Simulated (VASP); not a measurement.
AlIn3As4:

```
Al In As
1.0
    -5.94220    0.00000    5.94220
    -5.94220   -5.94220    0.00000
     0.00000   -5.94220    5.94220
Al In As
2 6 8
Cartesian
  -2.9711 -2.9711 0.0000
  0.0000 0.0000 0.0000
  -2.9711 -5.9422 2.9711
  0.0000 -2.9711 2.9711
  -5.9422 -2.9711 2.9711
  -2.9711 0.0000 2.9711
  -5.9422 -5.9422 5.9422
  -2.9711 -2.9711 5.9422
  -1.4855 -1.4855 1.4855
  -4.4566 -4.4566 1.4855
  -1.4855 -4.4566 4.4566
  -4.4566 -7.4277 4.4566
  -4.4566 -1.4855 4.4566
  -7.4277 -4.4566 4.4566
  -4.4566 -4.4566 7.4277
  -7.4277 -7.4277 7.4277
```

The cell was built by a generator and needn't be a form met in nature.

| Quantity | Value |
| --- | --- |
| Program | VASP 6.6.1 |
| Task | relaxation of cell and atoms |
| Functional | PBE |
| Potentials or basis | VASP PAW PBE potentials, release 64 (Al, In_d, As) |
| Cutoff | 600 eV |
| k mesh | 6 × 6 × 6 |
| Occupations | gaussian, width 0.03 eV |
| Spin | no spin polarisation |

At the start: pressure 4.4 GPa; volume 26.23 Å³/atom.

**Question.** How do energy, volume and symmetry change on relaxing?

**Answer.** Over 9 steps the energy falls by 49.7 meV/atom and the volume is 27.97 Å³/atom (+6.7 %); space group Amm2 (No. 38, to 0.05 Å).

The path:
```csv
step,energy change (eV),largest force (eV/Å),pressure (GPa),volume (Å³)
1,0.0000,1.3953,4.45,419.64
2,-0.6092,0.4687,-1.77,465.43
3,-0.6458,0.6234,-0.75,455.77
4,-0.7539,0.3350,-0.36,451.41
5,-0.7925,0.0965,0.11,446.89
6,-0.7925,0.0968,0.09,447.07
7,-0.7953,0.0461,-0.04,448.09
8,-0.7954,0.0368,-0.08,448.38
9,-0.7960,0.0089,0.00,447.57
```

Final structure:
```
Al In As
1.0
    -6.06899    0.00149    6.07571
    -6.06750   -6.06750    0.00000
     0.00149   -6.06899    6.07571
Al In As
2 6 8
Direct
  0.00004 0.49996 0.00004
  0.00004 0.99996 0.00004
  0.00126 0.49987 0.49900
  0.00126 0.99987 0.49900
  0.49900 0.49987 0.00126
  0.49900 0.99987 0.00126
  0.49923 0.50077 0.49923
  0.49923 0.00077 0.49923
  0.11442 0.13558 0.11442
  0.11442 0.63558 0.11442
  0.11965 0.11945 0.64145
  0.11965 0.61945 0.64145
  0.64145 0.11945 0.11965
  0.64145 0.61945 0.11965
  0.62495 0.12505 0.62495
  0.62495 0.62505 0.62495
```
